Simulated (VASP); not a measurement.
# Ag(110), as cut: electronic structure, part 3 of 3

Wanted: what it costs to take an electron out of Ag(110), held as cut.

VASP 6.6.1; PBE; plane waves and PAW (Ag).

So far. Step 4 (The slab in a field, field 0.05): Energy at zero smearing: -17.74723 eV.

## (5) The slab in a field, field 0.1 (continued)

The planar average of the electrostatic potential oscillates, so the rows of the table below give means over windows of 1.45 Å about each position, cut where the curve ends. Its maxima inside the range that stand out by 2 % of the span (Å: eV): 0.4: 4.84, 9.7: -6.38, 11.1: -6.59, 12.6: -6.58, 14.1: -6.58, 15.6: -6.58, 17.0: -6.38, 20.2: 3.97. Its minima: 9.0: -9.76, 10.4: -10.3, 11.9: -10.3, 13.3: -10.3, 14.8: -10.3, 16.2: -10.3, 17.7: -9.76, 26.2: 3.42.

Zero at the Fermi level. Table of planar average of the electrostatic potential by height; means over each step:

height (Å), planar average of the electrostatic potential (eV) and a bar from the least value:
```
     0.72        4.7 ##############################
     2.17        4.7 ##############################
     3.62        4.5 ##############################
     5.07        4.4 #############################
     6.52        4.2 #############################
     7.97        0.4 ####################
     9.42       -8.1 #
    10.87       -8.4 
    12.32       -8.4 
    13.77       -8.4 
    15.22       -8.4 
    16.67       -8.3 
    18.12       -4.6 #########
    19.57        3.7 ############################
    21.02        3.9 ############################
    22.47        3.8 ############################
    23.92        3.6 ############################
    25.37        3.5 ###########################
```

Energy at zero smearing: -17.75006 eV.

## (6) Side by side

## (7) Putting the energies together

This step: slab, PBE; plane waves and PAW (VASP 6.6.1).

This step runs nothing: it gathers the runs above.

Numbers from this step:

* polarisability per area of the slab or monolayer: 0.9178 Å

VASP counts both for electrons: a positive EFIELD is a field along -c, and a positive dipole, in electrons times A, points along -c. Field, by row:

| EFIELD (eV/Å) | dipole along z (e Å) | energy change (eV) |
| --- | --- | --- |
| -0.05 | -0.03769 | -9.42e-4 |
| 0 | 0 | 0 |
| 0.05 | 0.03769 | -9.42e-4 |
| 0.1 | 0.0754 | -0.00377 |

The polarisability is the slope of the dipole against the field, as a volume for each unit of area.

## (8) Slab, bad settings

This step: PBE; plane waves and PAW (Ag) (VASP 6.6.1).

As a lesson, the run is repeated with a fault in its input.

Input file INCAR:

```
SYSTEM = Ag
PREC = Normal
ENCUT = 300
EDIFF = 1E-06
NELM = 56
ISMEAR = -1
SIGMA = 0.1
LREAL = .FALSE.
ALGO = Fast
GGA = PE
NBANDS = 47
LORBIT = 11
LWAVE = .FALSE.
LCHARG = .FALSE.
KPAR = 2
IDIPOL = 3
LDIPOL = .TRUE.
DIPOL = 0.5 0.5 0.5
LVHAR = .TRUE.
LVACPOTAV = .TRUE.
ICHARG = 12
```

Input file POSCAR:

```
Ag
1.0
    4.0900000000      0.0000000000      0.0000000000
    0.0000000000      2.8920667351      0.0000000000
    0.0000000000      0.0000000000     26.6762002052
Ag
7
Direct
    0.0000000000      0.0000000000      0.3373793843
    0.5000000000      0.5000000000      0.3915862562
    0.0000000000      0.0000000000      0.4457931281
    0.5000000000      0.5000000000      0.5000000000
    0.0000000000      0.0000000000      0.5542068719
    0.5000000000      0.5000000000      0.6084137438
    0.0000000000      0.0000000000      0.6626206157
```

Input file KPOINTS:

```
Automatic mesh
0
Gamma
12 18 1
0 0 0
```

Potentials, in the order of the species: Ag (PBE family, release 64).

On the command line:

```console
> mpirun -np 2 vasp_std
```

Output:

```text
[banner, memory and clock lines left out]
running    2 mpi-ranks, on    1 nodes
 distrk:  each k-point on    1 cores,    2 groups
 distr:  one band on    1 cores,    1 groups

 POSCAR found type information on POSCAR Ag
 POSCAR found :  1 types and       7 ions
 LDA part: xc-table for (Slater+PW92), standard interpolation
 WARNING: stress and forces are not correct
 POSCAR, INCAR and KPOINTS ok, starting setup
 FFT: planning ... GRIDC
 FFT: planning ... GRID_SOFT
 FFT: planning ... GRID
 WAVECAR not read
 entering main loop
       N       E                     dE             d eps       ncg     rms          rms(c)
DAV:   1     0.369333604036E+03    0.36933E+03   -0.26918E+04  6964   0.912E+02
DAV:   2    -0.627408079303E+01   -0.37561E+03   -0.35362E+03  7576   0.243E+02
DAV:   3    -0.191184888067E+02   -0.12844E+02   -0.12601E+02  7395   0.457E+01
DAV:   4    -0.192922035504E+02   -0.17371E+00   -0.17360E+00  7802   0.538E+00
DAV:   5    -0.192953848850E+02   -0.31813E-02   -0.31812E-02  7682   0.706E-01
RMM:   6    -0.192954758780E+02   -0.90993E-04   -0.90993E-04  6527   0.130E-01
RMM:   7    -0.192955054816E+02   -0.29604E-04   -0.29554E-04  8594   0.588E-02
RMM:   8    -0.192955083780E+02   -0.28964E-05   -0.28853E-05  6059   0.154E-02
RMM:   9    -0.192955086116E+02   -0.23365E-06   -0.22924E-06  4089   0.416E-03
 [... a notice as in an earlier step ...]

   1 F= -.19295509E+02 E0= -.19260299E+02  d E =-.704186E-01
```

Run time: 48 s. Hardware: 2 MPI ranks of AMD EPYC 9R45, shared host; peak memory 0.71 GiB.

From OUTCAR (step 8):

```text
   NELECT =      77.0000    total number of electrons

 E-fermi :   0.5164

 k-point     1 :       0.0000    0.0000    0.0000
  band No.  band energies     occupation
    ...
     35      -1.9181      2.00000
     36      -1.8339      2.00000
     37      -1.8299      2.00000
     38      -1.6989      2.00000
     39      -0.6070      1.99997
     40       1.1023      0.00569
     41       2.4869      0.00000
     42       2.9551      0.00000
     43       4.2585      0.00000
     44       4.5175      0.00000
    ...

  Total      -79.0815916    -77.2356661    -73.0959617      0.0000000      0.0000000      0.0000000
  in kB     -401.5414634   -392.1686672   -371.1490731      0.0000000      0.0000000      0.0000000
  external PRESSURE =    -388.2864012 kB  Pullay stress =       0.0000000 kB

 POSITION                                       TOTAL-FORCE (eV/Angst)
 -----------------------------------------------------------------------------------
      0.00000      0.00000      9.00000        -0.000000      0.000000      0.085897
      2.04500      1.44603     10.44603         0.000000      0.000000     -0.295084
      0.00000      0.00000     11.89207        -0.000000      0.000000     -0.075874
      2.04500      1.44603     13.33810         0.000000      0.000000      0.000000
      0.00000      0.00000     14.78413         0.000000      0.000000      0.075874
      2.04500      1.44603     16.23017         0.000000      0.000000      0.295084
      0.00000      0.00000     17.67620        -0.000000     -0.000000     -0.085897
 -----------------------------------------------------------------------------------
    total drift:                                0.000000      0.000000     -0.000000

  FREE ENERGIE OF THE ION-ELECTRON SYSTEM (eV)
  ---------------------------------------------------
  free  energy   TOTEN  =       -19.2955086116 eV

  energy  without entropy=      -19.2250900363  energy(sigma->0) =      -19.26029932

 vacuum level on the upper side and lower side of the slab         5.130         5.130

[... 9 parts as in an earlier step ...]

[... 9 further parts left out ...]
```

The fault in the input: density file missing or never updated. The run ended without an error; the comparison shows what it cost.

Against the run that it repeats, NBANDS also differs.

The two runs compared:

| quantity | this run | the run it repeats | difference |
| --- | --- | --- | --- |
| energy at zero smearing (eV) | -19.260 | -17.746 | -1.51 |
| free energy (TOTEN) (eV) | -19.296 | -17.780 | -1.52 |
| Fermi energy (eV) | 0.5164 | 0.6438 | -0.127 |
| electronic cycles | 9 | 22 | -13 |

The two runs differ clearly in the energy at zero smearing: -19.3 eV against -17.7 eV.

The total energy moves by -216.3 meV an atom.

## (9) What came out

| Item | Value |
| --- | --- |
| work function of the slab | 4.12 eV |
| polarisability per area of the slab or monolayer | 0.918 Å |

In words: The work function is 4.12 eV at both faces. No atom was relaxed. The cell in the plane was kept as given and was not relaxed here.

[Lines on the potential files, build, host, timing and source positions are cut from VASP's logs without a mark.]

[Logs are printed without paths, hosts, clocks, repeated set-up lines and the standing remarks that a program may print on its own settings, such as how far it seeks lower states.]

[Hosts, paths, dates, database ids (printed as entryN), source tags and the programs' standing remarks are cut or masked in the printed files.]

[In band tables of VASP the shares of atoms and orbitals are scaled to a sum of 1 inside the atoms' spheres.]

[Runs that stopped without an error message from VASP are left out.]
